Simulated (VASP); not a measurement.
Calculation: PBEsol GGA, VASP's PBE PAW potentials (set 64) (plane waves; VASP).

The input files of a VASP run:

File KPOINTS:
```
Automatic mesh
0
Gamma
9 9 9
0 0 0
```

File POSCAR:
```
PbS
1.0
  0.0000000000   2.9496343914   2.9496343914
  2.9496343914   0.0000000000   2.9496343914
  2.9496343914   2.9496343914   0.0000000000
Pb S
1 1
direct
  0.0000000000   0.0000000000   0.0000000000
  0.5000000000   0.5000000000   0.5000000000
```

INCAR:
```
SYSTEM=PbS
PREC=Normal; ENCUT=400; LREAL=.FALSE.
LASPH=.TRUE.
EDIFF=1E-5; NELM=100; NELMIN=4
ALGO=Fast; LMAXMIX=4
ISMEAR=0; SIGMA=0.05
GGA=PS
IBRION=2; NSW=20; ISIF=2
EDIFFG=-0.03
LWAVE=.FALSE.; LCHARG=.FALSE.
```

POTCAR, in this order: Pb_d S (PBE.64 set). Program: vasp_std.

Question: What does the run give for the energy per atom (σ→0)?

Answer: 
The energy per atom (σ→0) comes out as -4.729 eV/atom.

File OSZICAR:
```
...
RMM:   6    -0.945990098834E+01    0.39025E+00   -0.58537E-01  1018   0.508E+00    0.291E+00
RMM:   7    -0.945910000052E+01    0.80099E-03   -0.17693E-01  1128   0.295E+00    0.168E+00
RMM:   8    -0.946061292966E+01   -0.15129E-02   -0.28311E-02  1007   0.177E+00    0.357E-01
RMM:   9    -0.945721343176E+01    0.33995E-02   -0.78023E-03  1062   0.103E+00    0.949E-02
RMM:  10    -0.945748351663E+01   -0.27008E-03   -0.30207E-03  1285   0.493E-01    0.397E-02
RMM:  11    -0.945751394929E+01   -0.30433E-04   -0.41279E-04  1026   0.170E-01    0.549E-02
RMM:  12    -0.945751140313E+01    0.25462E-05   -0.54386E-05   833   0.717E-02
   1 F= -.94575114E+01 E0= -.94575114E+01  d E =-.945751E+01
```

The compound is PbS in the rock salt structure. It was relaxed first.
